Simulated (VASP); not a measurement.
**Hf3C: the relaxed cell at several levels**

How much does the cell of Hf3C depend on the functional? The levels: PBE, LDA, PBEsol, r2SCAN, PBE + D3(BJ), optB88-vdW, r2SCAN + D3(BJ), optPBE-vdW and RPBE + D4. The cell is invented: it takes the structure of a Materials Project entry for Nb3Si (space group 223 there), with all of its atoms replaced by other elements, volume scaled by an estimate. It may not be a known or stable phase. LASPH is on for some levels and off for others; the table marks which.

Main program and level: VASP 6.6.1; PBE; plane waves and PAW (Hf_pv, C), in the first sound run; inputs show where later runs differ.

Report form: the programs' logs are mostly left out.

### Step 1. The starting structure

Before any relaxation, the start is as follows. Symmetry: Pm-3n, No. 223, cubic system. Conventional cell: a = 5.434 Å, b = 5.434 Å, c = 5.434 Å, α = 90.00°, β = 90.00°, γ = 90.00°. Nearest to Hf lie 2 Hf at 2.72 Å and 4 C at 3.04 Å. C has 12 Hf at 3.04 Å nearest. It derives from Nb3Si. it takes the structure of a Materials Project entry for Nb3Si (space group 223 there), with all of its atoms replaced by other elements, volume scaled by an estimate. Farther neighbours are not listed.

Structure file:

```
Hf C
1.0
     5.43428    0.00000    0.00000
     0.00000    5.43428    0.00000
     0.00000    0.00000    5.43428
Hf C
6 2
Direct
  0.00000 0.50000 0.75000
  0.50000 0.25000 0.00000
  0.75000 0.00000 0.50000
  0.00000 0.50000 0.25000
  0.50000 0.75000 0.00000
  0.25000 0.00000 0.50000
  0.50000 0.50000 0.50000
  0.00000 0.00000 0.00000
```

### Step 2. Rough relaxation of the start cell

The start is only an estimate, so a cheap relaxation brings it near a minimum before any careful run. PBE, the usual starting point, adds the gradient of the density.

Input file INCAR:

```
SYSTEM = Hf3C
PREC = Normal
ENCUT = 520
EDIFF = 1E-05
NELM = 60
ISMEAR = -1
SIGMA = 0.05
LREAL = .FALSE.
ALGO = Fast
GGA = PE
NBANDS = 42
LORBIT = 11
LWAVE = .FALSE.
LCHARG = .FALSE.
KPAR = 2
NCORE = 2
IBRION = 2
NSW = 40
ISIF = 3
EDIFFG = -0.04
```

Input file POSCAR:

```
Hf3C
1.0
    5.4342780000      0.0000000000      0.0000000000
    0.0000000000      5.4342780000      0.0000000000
    0.0000000000      0.0000000000      5.4342780000
Hf C
6 2
Direct
    0.0000000000      0.5000000000      0.7500000000
    0.5000000000      0.2500000000      0.0000000000
    0.7500000000      0.0000000000      0.5000000000
    0.0000000000      0.5000000000      0.2500000000
    0.5000000000      0.7500000000      0.0000000000
    0.2500000000      0.0000000000      0.5000000000
    0.5000000000      0.5000000000      0.5000000000
    0.0000000000      0.0000000000      0.0000000000
```

Input file KPOINTS:

```
Automatic mesh
0
Gamma
3 3 3
0 0 0
```

The projector-augmented-wave data sets are Hf_pv and C (PBE family, release 64).

Launch:

```
mpirun -np 4 vasp_std
```

Run time: 19 s. Hardware: 4 MPI ranks of AMD EPYC 7R43, shared host; peak memory 0.48 GiB; 73 s of CPU time.

The k-mesh is coarse for a metal. Harder data sets than Hf_pv exist (the GW ones), and pressures, volumes and forces can shift noticeably with them. This relaxation is a rough one on cheap settings, only to bring the start near its minimum. After so large a change of volume the plane waves of the start cell no longer fit, so the final stress carries a basis-set error. The run keeps the 48 symmetry operations of its start, so it cannot find a distortion of lower symmetry.

Relaxation path:

```csv
step,energy less that of the first step (eV),largest force (eV/Å),pressure (GPa),volume (Å³)
1,0.0000,0.0000,-12.08,160.48
2,-0.3190,0.0000,13.79,127.84
3,-0.8297,0.0000,-0.66,140.91
4,-0.8290,0.0000,0.35,140.24
```

```csv
"conventional cell, symmetrised",before,after,change
a (Å),5.434,5.195,-4.4 %
b (Å),5.434,5.195,-4.4 %
c (Å),5.434,5.195,-4.4 %
volume (Å³/atom),20.06,17.53,-12.6 %
```

The relaxed structure:

```xyz
8
Lattice="5.1955 0.0000 0.0000 0.0000 5.1955 0.0000 0.0000 0.0000 5.1955" Properties=species:S:1:pos:R:3 pbc="T T T"
Hf    0.0000    2.5977    3.8966
Hf    2.5977    1.2989    0.0000
Hf    3.8966    0.0000    2.5977
Hf    0.0000    2.5977    1.2989
Hf    2.5977    3.8966    0.0000
Hf    1.2989    0.0000    2.5977
C     2.5977    2.5977    2.5977
C     0.0000    0.0000    0.0000
```

This step gave:

| Property | Result |
| --- | --- |
| electrons | 68 |
| bands | 42 |
| irreducible k-points | 4 |
| symmetry operations | 48 |
| free energy (TOTEN) | -70.7273 eV |
| energy at zero smearing | -70.6732 eV |
| Fermi energy | 5.379 eV |
| pressure | 0.3550 GPa |
| metallic | yes |
| SCF cycles over all ionic steps | 46 |

It ends with forces that vanish by symmetry and a pressure of 0.35 GPa.

### Step 3. Second relaxation

The basis stayed that of the start cell while the cell moved. A rerun from the cell reached resets it; the error of the finite cutoff stays.

INCAR is that of step 2.

POSCAR, as its differences from that of step 2:

```diff
@@ -2,5 +2,5 @@
 1.0
-    5.4342780000      0.0000000000      0.0000000000
-    0.0000000000      5.4342780000      0.0000000000
-    0.0000000000      0.0000000000      5.4342780000
+    5.1954971428      0.0000000000      0.0000000000
+    0.0000000000      5.1954971428      0.0000000000
+    0.0000000000      0.0000000000      5.1954971428
 Hf C
```

KPOINTS is that of step 2.

Launch:

```
mpirun -np 4 vasp_std
```

Run time: 9.8 s. Hardware: 4 MPI ranks; peak memory 0.5 GiB.

Relaxation path:

```csv
step,energy less that of the first step (eV),largest force (eV/Å),pressure (GPa),volume (Å³)
1,0.0000,0.0000,0.42,140.24
2,-0.0001,0.0000,-0.30,141.17
```

```csv
"conventional cell, symmetrised",before,after,change
a (Å),5.195,5.207,+0.2 %
b (Å),5.195,5.207,+0.2 %
c (Å),5.195,5.207,+0.2 %
volume (Å³/atom),17.53,17.65,+0.7 %
```

Final coordinates:

```xyz
8
Lattice="5.2070 0.0000 0.0000 0.0000 5.2070 0.0000 0.0000 0.0000 5.2070" Properties=species:S:1:pos:R:3 pbc="T T T"
Hf    0.0000    2.6035    3.9052
Hf    2.6035    1.3017    0.0000
Hf    3.9052    0.0000    2.6035
Hf    0.0000    2.6035    1.3017
Hf    2.6035    3.9052    0.0000
Hf    1.3017    0.0000    2.6035
C     2.6035    2.6035    2.6035
C     0.0000    0.0000    0.0000
```

This step gave:

| Property | Result |
| --- | --- |
| free energy (TOTEN) | -70.7232 eV |
| energy at zero smearing | -70.6689 eV |
| Fermi energy | 5.330 eV |
| pressure | -0.2954 GPa |
| SCF cycles over all ionic steps | 22 |

It ends with forces that vanish by symmetry and a pressure of -0.30 GPa.

### Step 4. Relaxation with PBE

Properties are meant for the cell that this level of theory prefers, so cell and atoms are relaxed first (ISIF = 3) until forces and stress are small; EDIFFG sets the threshold.

Input file INCAR:

```
SYSTEM = Hf3C
PREC = Accurate
ENCUT = 560
EDIFF = 1E-06
NELM = 100
ISMEAR = -1
SIGMA = 0.05
LREAL = .FALSE.
ALGO = Normal
GGA = PE
NBANDS = 42
LORBIT = 11
LWAVE = .FALSE.
LCHARG = .FALSE.
KPAR = 4
IBRION = 2
NSW = 60
ISIF = 3
EDIFFG = -0.01
```

POSCAR, as its differences from that of step 3:

```diff
@@ -2,5 +2,5 @@
 1.0
-    5.1954971428      0.0000000000      0.0000000000
-    0.0000000000      5.1954971428      0.0000000000
-    0.0000000000      0.0000000000      5.1954971428
+    5.2069509179      0.0000000000      0.0000000000
+    0.0000000000      5.2069509179      0.0000000000
+    0.0000000000      0.0000000000      5.2069509179
 Hf C
```

Input file KPOINTS:

```
Automatic mesh
0
Gamma
4 4 4
0 0 0
```

Launch:

```
mpirun -np 4 vasp_std
```

The job ended after 58 s (4 MPI ranks; peak memory 0.96 GiB).

Relaxation path:

```csv
step,energy less that of the first step (eV),largest force (eV/Å),pressure (GPa),volume (Å³)
1,0.0000,0.0000,-0.56,141.17
2,-0.0006,0.0000,0.43,139.93
3,-0.0013,0.0000,0.00,140.46
```

```csv
"conventional cell, symmetrised",before,after,change
a (Å),5.207,5.198,-0.2 %
b (Å),5.207,5.198,-0.2 %
c (Å),5.207,5.198,-0.2 %
volume (Å³/atom),17.65,17.56,-0.5 %
```

Final coordinates:

```xyz
8
Lattice="5.1981 0.0000 0.0000 0.0000 5.1981 0.0000 0.0000 0.0000 5.1981" Properties=species:S:1:pos:R:3 pbc="T T T"
Hf    0.0000    2.5991    3.8986
Hf    2.5991    1.2995    0.0000
Hf    3.8986    0.0000    2.5991
Hf    0.0000    2.5991    1.2995
Hf    2.5991    3.8986    0.0000
Hf    1.2995    0.0000    2.5991
C     2.5991    2.5991    2.5991
C     0.0000    0.0000    0.0000
```

Numbers from this step:

| Property | Result |
| --- | --- |
| irreducible k-points | 10 |
| free energy (TOTEN) | -70.8846 eV |
| energy at zero smearing | -70.8349 eV |
| Fermi energy | 5.331 eV |
| pressure | 0.003993 GPa |
| SCF cycles over all ionic steps | 29 |

It ends with forces that vanish by symmetry and a pressure of 0.00 GPa. The conventional cell has a = 5.198 Å.

### Step 5. Relaxation with LDA

This step: LDA; plane waves and PAW (Hf_pv, C); invented cell (VASP 6.6.1).

LDA, the lowest rung, knows the local density alone.

INCAR, as its differences from that of step 4:

```diff
@@ -9,3 +9,3 @@
 ALGO = Normal
-GGA = PE
+GGA = CA
 NBANDS = 42
```

POSCAR is that of step 4.

KPOINTS is that of step 4.

Launch:

```
mpirun -np 4 vasp_std
```

Elapsed: 81 s, on 4 MPI ranks; peak memory 0.82 GiB; 5.3 min of CPU time.

The PAW data sets were made with PBE, though LDA sets exist; this is a small mismatch.

Relaxation path:

```csv
step,energy less that of the first step (eV),largest force (eV/Å),pressure (GPa),volume (Å³)
1,0.0000,0.0000,-9.74,141.17
2,-0.0614,0.0000,11.85,120.37
3,-0.3790,0.0000,-0.13,129.70
4,-0.3790,0.0000,0.10,129.48
5,-0.3791,0.0000,-0.08,129.66
```

```csv
"conventional cell, symmetrised",before,after,change
a (Å),5.207,5.061,-2.8 %
b (Å),5.207,5.061,-2.8 %
c (Å),5.207,5.061,-2.8 %
volume (Å³/atom),17.65,16.21,-8.2 %
```

The relaxed structure:

```cif
data_structure
_symmetry_space_group_name_H-M 'P 1'
_symmetry_Int_Tables_number 1
_cell_length_a 5.0613
_cell_length_b 5.0613
_cell_length_c 5.0613
_cell_angle_alpha 90.000
_cell_angle_beta 90.000
_cell_angle_gamma 90.000
_cell_volume 129.66
loop_
_atom_site_label
_atom_site_type_symbol
_atom_site_fract_x
_atom_site_fract_y
_atom_site_fract_z
_atom_site_occupancy
Hf1 Hf 0.00000 0.50000 0.75000 1
Hf2 Hf 0.50000 0.25000 0.00000 1
Hf3 Hf 0.75000 0.00000 0.50000 1
Hf4 Hf 0.00000 0.50000 0.25000 1
Hf5 Hf 0.50000 0.75000 0.00000 1
Hf6 Hf 0.25000 0.00000 0.50000 1
C7 C 0.50000 0.50000 0.50000 1
C8 C 0.00000 0.00000 0.00000 1
```

This step gave:

| Property | Result |
| --- | --- |
| free energy (TOTEN) | -78.2619 eV |
| energy at zero smearing | -78.2200 eV |
| Fermi energy | 5.627 eV |
| pressure | -0.08292 GPa |
| SCF cycles over all ionic steps | 45 |

It ends at 16.21 Å³/atom, -8.2 % from the start, with -0.08 GPa left. The conventional cell has a = 5.061 Å.

### Step 6. Relaxation with PBEsol

This step: PBEsol; plane waves and PAW (Hf_pv, C); invented cell (VASP 6.6.1).

PBEsol restores the gradient expansion of exchange and is tuned for the cells of solids.

INCAR, as its differences from that of step 5:

```diff
@@ -9,3 +9,3 @@
 ALGO = Normal
-GGA = CA
+GGA = PS
 NBANDS = 42
```

POSCAR is that of step 5.

KPOINTS is that of step 5.

Launch:

```
mpirun -np 4 vasp_std
```

Elapsed: 70 s, on 4 MPI ranks; peak memory 0.98 GiB; 4.6 min of CPU time.

The PAW data sets were made with PBE, which is usual practice but a small mismatch for other functionals.

Relaxation path:

```csv
step,energy less that of the first step (eV),largest force (eV/Å),pressure (GPa),volume (Å³)
1,0.0000,0.0000,-5.88,141.17
2,-0.0438,0.0000,5.73,128.34
3,-0.1394,0.0000,-0.04,133.94
```

```csv
"conventional cell, symmetrised",before,after,change
a (Å),5.207,5.116,-1.7 %
b (Å),5.207,5.116,-1.7 %
c (Å),5.207,5.116,-1.7 %
volume (Å³/atom),17.65,16.74,-5.1 %
```

The relaxed structure:

```xyz
8
Lattice="5.1164 0.0000 0.0000 0.0000 5.1164 0.0000 0.0000 0.0000 5.1164" Properties=species:S:1:pos:R:3 pbc="T T T"
Hf    0.0000    2.5582    3.8373
Hf    2.5582    1.2791    0.0000
Hf    3.8373    0.0000    2.5582
Hf    0.0000    2.5582    1.2791
Hf    2.5582    3.8373    0.0000
Hf    1.2791    0.0000    2.5582
C     2.5582    2.5582    2.5582
C     0.0000    0.0000    0.0000
```

It ends at 16.74 Å³/atom, -5.1 % from the start, with -0.04 GPa left. The conventional cell has a = 5.116 Å.

### Step 7. Relaxation with r2SCAN

This step: r2SCAN; plane waves and PAW (Hf_pv, C); invented cell (VASP 6.6.1).

r2SCAN adds the kinetic-energy density, costs more than a GGA and is run with LASPH.

INCAR, as its differences from that of step 6:

```diff
@@ -9,3 +9,4 @@
 ALGO = Normal
-GGA = PS
+METAGGA = R2SCAN
+LASPH = .TRUE.
 NBANDS = 42
```

POSCAR is that of step 6.

KPOINTS is that of step 6.

Launch:

```
mpirun -np 4 vasp_std
```

The job ended after 4.2 min (4 MPI ranks; peak memory 1 GiB; 17 min of CPU time).

Relaxation path:

```csv
step,energy less that of the first step (eV),largest force (eV/Å),pressure (GPa),volume (Å³)
1,0.0000,0.0000,-3.02,141.17
2,-0.0112,0.0000,2.70,134.48
3,-0.0358,0.0000,-0.01,137.46
```

```csv
"conventional cell, symmetrised",before,after,change
a (Å),5.207,5.161,-0.9 %
b (Å),5.207,5.161,-0.9 %
c (Å),5.207,5.161,-0.9 %
volume (Å³/atom),17.65,17.18,-2.6 %
```

Final coordinates:

```cif
data_structure
_symmetry_space_group_name_H-M 'P 1'
_symmetry_Int_Tables_number 1
_cell_length_a 5.1609
_cell_length_b 5.1609
_cell_length_c 5.1609
_cell_angle_alpha 90.000
_cell_angle_beta 90.000
_cell_angle_gamma 90.000
_cell_volume 137.46
loop_
_atom_site_label
_atom_site_type_symbol
_atom_site_fract_x
_atom_site_fract_y
_atom_site_fract_z
_atom_site_occupancy
Hf1 Hf 0.00000 0.50000 0.75000 1
Hf2 Hf 0.50000 0.25000 0.00000 1
Hf3 Hf 0.75000 0.00000 0.50000 1
Hf4 Hf 0.00000 0.50000 0.25000 1
Hf5 Hf 0.50000 0.75000 0.00000 1
Hf6 Hf 0.25000 0.00000 0.50000 1
C7 C 0.50000 0.50000 0.50000 1
C8 C 0.00000 0.00000 0.00000 1
```

It ends at 17.18 Å³/atom, -2.6 % from the start, with -0.01 GPa left. The conventional cell has a = 5.161 Å.

### Step 8. Relaxation with PBE + D3(BJ)

This step: PBE with D3(BJ); plane waves and PAW (Hf_pv, C); invented cell (VASP 6.6.1).

A dispersion term adds the long-range attraction that semilocal functionals lack. D3 with Becke-Johnson damping keeps a finite attraction at short range.

INCAR, as its differences from that of step 7:

```diff
@@ -9,4 +9,4 @@
 ALGO = Normal
-METAGGA = R2SCAN
-LASPH = .TRUE.
+GGA = PE
+IVDW = 12
 NBANDS = 42
```

POSCAR is that of step 7.

KPOINTS is that of step 7.

Launch:

```
mpirun -np 4 vasp_std
```

It took 65 s on 4 MPI ranks; peak memory 1 GiB; 4.3 min of CPU time.

Dispersion corrections of this kind ignore metallic screening and tend to overbind metals.

It ends at 16.99 Å³/atom, -3.7 % from the start, with -0.01 GPa left. The conventional cell has a = 5.141 Å. Against plain PBE, the dispersion term moves a by -1.1 %.

### Step 9. Relaxation with optB88-vdW

This step: optB88-vdW; plane waves and PAW (Hf_pv, C); invented cell (VASP 6.6.1).

optB88-vdW pairs nonlocal correlation with a B88-type exchange refitted to the binding of molecular dimers. LUSE_VDW switches on a nonlocal correlation term for dispersion.

INCAR, as its differences from that of step 8:

```diff
@@ -9,4 +9,8 @@
 ALGO = Normal
-GGA = PE
-IVDW = 12
+GGA = BO
+AGGAC = 0
+LUSE_VDW = .TRUE.
+PARAM1 = 0.1833333333
+PARAM2 = 0.22
+LASPH = .TRUE.
 NBANDS = 42
```

POSCAR is that of step 8.

KPOINTS is that of step 8.

Launch:

```
mpirun -np 4 vasp_std
```

It took 4.6 min on 4 MPI ranks; peak memory 2.3 GiB; 18 min of CPU time.

It ends at 17.41 Å³/atom, -1.3 % from the start, with 0.00 GPa left. The conventional cell has a = 5.184 Å.

### Step 10. Relaxation with r2SCAN + D3(BJ)

This step: r2SCAN with D3(BJ); plane waves and PAW (Hf_pv, C); invented cell (VASP 6.6.1).

INCAR, as its differences from that of step 9:

```diff
@@ -9,7 +9,8 @@
 ALGO = Normal
-GGA = BO
-AGGAC = 0
-LUSE_VDW = .TRUE.
-PARAM1 = 0.1833333333
-PARAM2 = 0.22
+METAGGA = R2SCAN
+IVDW = 12
+VDW_S6 = 1
+VDW_S8 = 0.78981345
+VDW_A1 = 0.49484001
+VDW_A2 = 5.73083694
 LASPH = .TRUE.
```

POSCAR is that of step 9.

KPOINTS is that of step 9.

Launch:

```
mpirun -np 4 vasp_std
```

It took 4.5 min on 4 MPI ranks; peak memory 1.1 GiB; 18 min of CPU time.

It ends at 16.92 Å³/atom, -4.1 % from the start, with -0.02 GPa left. The conventional cell has a = 5.135 Å. Against plain r2SCAN, the dispersion term moves a by -0.5 %.

### Step 11. Relaxation with optPBE-vdW

This step: optPBE-vdW; plane waves and PAW (Hf_pv, C); invented cell (VASP 6.6.1).

optPBE-vdW pairs nonlocal correlation with a PBE-like exchange and tends to long distances.

INCAR, as its differences from that of step 10:

```diff
@@ -9,8 +9,5 @@
 ALGO = Normal
-METAGGA = R2SCAN
-IVDW = 12
-VDW_S6 = 1
-VDW_S8 = 0.78981345
-VDW_A1 = 0.49484001
-VDW_A2 = 5.73083694
+GGA = OR
+AGGAC = 0
+LUSE_VDW = .TRUE.
 LASPH = .TRUE.
```

POSCAR is that of step 10.

KPOINTS is that of step 10.

Launch:

```
mpirun -np 4 vasp_std
```

Run time: 4.1 min. Hardware: 4 MPI ranks; peak memory 2.3 GiB; 16 min of CPU time.

It ends at 17.69 Å³/atom, +0.3 % from the start, with -0.01 GPa left. The conventional cell has a = 5.212 Å.

### Step 12. Relaxation with RPBE + D4

This step: RPBE with D4; plane waves and PAW (Hf_pv, C); invented cell (VASP 6.6.1).

RPBE by itself binds more weakly than PBE and expands cells. D4 lets the coefficients depend on atomic charges too.

INCAR, as its differences from that of step 11:

```diff
@@ -9,6 +9,4 @@
 ALGO = Normal
-GGA = OR
-AGGAC = 0
-LUSE_VDW = .TRUE.
-LASPH = .TRUE.
+GGA = RP
+IVDW = 13
 NBANDS = 42
```

POSCAR is that of step 11.

KPOINTS is that of step 11.

Launch:

```
mpirun -np 4 vasp_std
```

Elapsed: 3.1 min, on 4 MPI ranks; peak memory 0.94 GiB; 12 min of CPU time.

It ends at 18.19 Å³/atom, +3.1 % from the start, with 0.00 GPa left. The conventional cell has a = 5.260 Å.

### Step 13. The cells as a table

This step: relaxed cells at several levels; plane waves and PAW; invented cell (VASP 6.6.1).

No new run; the numbers come from the runs before.

Lengths are those of the conventional cell; cost is the wall time of each run, as given at its step, times its ranks, without the set-up around it; LASPH differs between rows, which moves results and costs too. Results by level, by row:

```csv
level,volume (Å³/atom),change from the start (%),a (Å),cost (core minutes),LASPH
PBE,17.56,-0.5,5.198,3.87,off
LDA,16.21,-8.2,5.061,5.4,off
PBEsol,16.74,-5.1,5.116,4.67,off
r2SCAN,17.18,-2.6,5.161,16.9,on
PBE + D3(BJ),16.99,-3.7,5.141,4.33,off
optB88-vdW,17.41,-1.3,5.184,18.2,on
r2SCAN + D3(BJ),16.92,-4.1,5.135,18.1,on
optPBE-vdW,17.69,0.3,5.212,16.3,on
RPBE + D4,18.19,3.1,5.26,12.5,off
```

### Step 14. Outcome

```
volume, PBE             : 17.56 Å³/atom
volume, LDA             : 16.21 Å³/atom
volume, PBEsol          : 16.74 Å³/atom
volume, r2SCAN          : 17.18 Å³/atom
volume, PBE + D3(BJ)    : 16.99 Å³/atom
volume, optB88-vdW      : 17.41 Å³/atom
volume, r2SCAN + D3(BJ) : 16.92 Å³/atom
volume, optPBE-vdW      : 17.69 Å³/atom
volume, RPBE + D4       : 18.19 Å³/atom
```

In words: For Hf3C the levels give volumes between 16.21 Å³/atom (LDA) and 18.19 Å³/atom (RPBE + D4), a spread of 12.2 %, while the cost of the finished runs spans a factor of 4.7. The costs hold the number of ionic steps as well as the price of the functional. Adding D3(BJ) to PBE changes the volume by -3.2 % (a by -1.1 %). Adding D3(BJ) to r2SCAN changes the volume by -1.5 % (a by -0.5 %). Pairwise corrections of the D and TS kind ignore the screening in a metal, so they may overbind here. Within 0.02 Å all end in space group Pm-3n; the runs can't lower the symmetry of the start. The k-sampling is coarse for a metal, so the Fermi level, pressures and the shape of the cell carry errors. Spin-orbit coupling is left out. LASPH is on for some levels and off for others, so differences between them are not the functional's alone. Each is a single relaxation on the plane waves of the start cell, so larger changes of volume carry a basis-set error that was not tested here. Zero-point and thermal expansion are not included. Nothing here tests the cell against competing phases.

[Lines on the potential files, build, host, timing and source positions are cut from VASP's logs without a mark.]

[Logs are printed without paths, hosts, clocks, repeated set-up lines and the standing remarks that a program may print on its own settings, such as how far it seeks lower states.]

[Hosts, paths, dates, database ids (printed as entryN), source tags and the programs' standing remarks are cut or masked in the printed files.]

[A measured line is paired with the nearest computed mode of its activity, which favours agreement.]
